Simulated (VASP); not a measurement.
Input:

```yaml
crystal:
  lattice:
    - [1.87119, -3.24100, 0.00000]
    - [1.87119, 3.24100, 0.00000]
    - [0.00000, 0.00000, 4.76405]
  atoms:
    - { symbol: Pt, position: [0.00000, 0.00000, 0.00000] }
    - { symbol: Se, position: [0.33333, 0.66667, 0.26540] }
    - { symbol: Se, position: [0.66667, 0.33333, 0.73460] }
```

Method: LDA (Ceperley-Alder, Perdew-Zunger) with spin-orbit coupling, VASP's LDA PAW potentials (set 64) (plane waves; VASP). Run with 400 eV cut-off, 9×9×6 Γ-centred mesh, Gaussian smearing of 0.050 eV, potentials Pt Se.

### Question
Give the energies of bands 15 to 28 at the high-symmetry points, in eV from the Fermi level.

### Answer

```csv
band,Γ,M,K,A,L,H
15,-2.44,-3.91,-3.83,-3.09,-3.40,-4.56
16,-2.44,-3.91,-3.83,-3.09,-3.40,-4.56
17,-1.38,-3.73,-2.38,-1.99,-2.87,-3.55
18,-1.38,-3.73,-2.38,-1.99,-2.87,-3.55
19,-0.82,-3.22,-1.91,-1.68,-2.78,-2.61
20,-0.82,-3.22,-1.91,-1.68,-2.78,-2.61
21,0.85,-2.80,-1.65,-1.60,-1.11,-2.36
22,0.85,-2.80,-1.65,-1.60,-1.11,-2.36
23,0.99,0.49,-0.14,2.37,0.58,2.33
24,0.99,0.49,-0.14,2.37,0.58,2.33
25,1.12,2.56,0.05,2.41,1.49,2.45
26,1.12,2.56,0.05,2.41,1.49,2.45
27,3.08,5.04,3.85,4.68,4.72,6.68
28,3.08,5.04,3.85,4.68,4.72,6.68
```

It has no gap at this level: it comes out as a metal or semimetal.

The compound is PtSe2 in the 1T layered structure. It was relaxed first, which changed the volume by -6 %.
